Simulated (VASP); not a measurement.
OSZICAR of a VASP run on Ge (diamond):

File OSZICAR:
```
       N       E                     dE             d eps       ncg     rms          rms(c)
DAV:   1     0.154119246819E+03    0.15412E+03   -0.13831E+04  1278   0.369E+03
DAV:   2     0.105597518989E+02   -0.14356E+03   -0.14074E+03  1260   0.470E+02
DAV:   3    -0.850907040355E+01   -0.19069E+02   -0.18929E+02  1402   0.141E+02
DAV:   4    -0.909150391480E+01   -0.58243E+00   -0.58116E+00  1412   0.286E+01
DAV:   5    -0.910141220771E+01   -0.99083E-02   -0.99036E-02  1416   0.378E+00    0.299E+00
RMM:   6    -0.905562205497E+01    0.45790E-01   -0.16405E-02  1368   0.153E+00    0.180E+00
RMM:   7    -0.902842473694E+01    0.27197E-01   -0.50999E-02  1370   0.243E+00    0.141E-01
RMM:   8    -0.903024222600E+01   -0.18175E-02   -0.65177E-03  1362   0.883E-01    0.496E-02
RMM:   9    -0.903051601355E+01   -0.27379E-03   -0.18762E-03  1427   0.522E-01    0.491E-02
RMM:  10    -0.903056617112E+01   -0.50158E-04   -0.50880E-04  1627   0.227E-01    0.195E-02
RMM:  11    -0.903057513154E+01   -0.89604E-05   -0.58391E-05   988   0.839E-02
   1 F= -.90305751E+01 E0= -.90304718E+01  d E =-.903058E+01
```

Task: Which electronic solver shows in the log?

Result: It is blocked Davidson (ALGO = Normal, or the opening steps of other solvers) and then RMM-DIIS (ALGO = Fast or VeryFast). The INCAR had ALGO = Fast.

Task: Can the final energy be trusted as converged?

Result: Self-consistency was reached. It stopped with EDIFF = 1E-5, NELM = 100, NSW = 20 and EDIFFG = -0.03 after 1 ionic step (PBE GGA, plane waves, VASP's PBE PAW potentials (set 64)).

The compound is Ge in the diamond structure. It was relaxed first, which changed the volume by +5 %.
